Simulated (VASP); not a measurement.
An input for Quantum ESPRESSO's pw.x (written as the equivalent of a VASP run, and not itself run):

```
&CONTROL
  calculation = 'vc-relax'
  pseudo_dir = './pseudo'
  outdir = './out'
  tprnfor = .true.
  tstress = .true.
  nstep = 40
  forc_conv_thr = 0.00078
/
&SYSTEM
  ibrav = 0
  nat = 2
  ntyp = 2
  ecutwfc = 86
  occupations = 'smearing'
  smearing = 'methfessel-paxton'
  degauss = 0.00735
  input_dft = 'pz'
/
&ELECTRONS
  conv_thr = 7.3e-08
  electron_maxstep = 100
/
&IONS
/
&CELL
/
ATOMIC_SPECIES
  Pb 207.200 Pb.upf
  Se 78.971 Se.upf
CELL_PARAMETERS angstrom
     0.0000000    3.0214710    3.0214710
     3.0214710    0.0000000    3.0214710
     3.0214710    3.0214710    0.0000000
ATOMIC_POSITIONS crystal
  Pb   0.0000000  0.0000000  0.0000000
  Se   0.5000000  0.5000000  0.5000000
K_POINTS automatic
  11 11 11 0 0 0
```

Q: Translate this input to VASP (INCAR, KPOINTS, POSCAR, choice of POTCAR).

A: Several could match; the one computed here: 
### KPOINTS
```
K-points
0
G
  11 11 11
0 0 0
```

POSCAR:
```
PbSe
1.0
  0.0000000000   3.0214709617   3.0214709617
  3.0214709617   0.0000000000   3.0214709617
  3.0214709617   3.0214709617   0.0000000000
Pb Se
1 1
Cartesian
  0.0000000000   0.0000000000   0.0000000000
  3.0214709617   3.0214709617   3.0214709617
```

### INCAR
```
LMAXMIX = 4   # l cut-off of mixed one-centre charges
NSW = 40   # most ionic steps
NELM = 100
PREC = Accurate
ENCUT = 500   # plane-wave cut-off (eV)
ISIF = 3
ISMEAR = 1
SYSTEM = PbSe
LASPH = .True.
LREAL = .False.   # projection in real space or not
IBRION = 2   # conjugate gradients
ALGO = Normal
SIGMA = 0.1   # width (eV)
LCHARG = .False.
EDIFF = 1E-6   # SCF stop (eV)
LWAVE = .False.
EDIFFG = -0.02   # ionic stop
```

POTCAR, in this order: Pb_d Se (LDA.64 set). Program: vasp_std.

Limits of the translation: the potentials are each code's own (VASP's PAW set, PseudoDojo norm-conserving files in pw.x), so ENCUT and ecutwfc are chosen apart and not converted; conv_thr bounds pw.x's estimated SCF error, while EDIFF bounds the energy change between steps; forc_conv_thr acts on force components and is met together with etot_conv_thr.

The compound is PbSe in the rock salt structure. It was relaxed first.
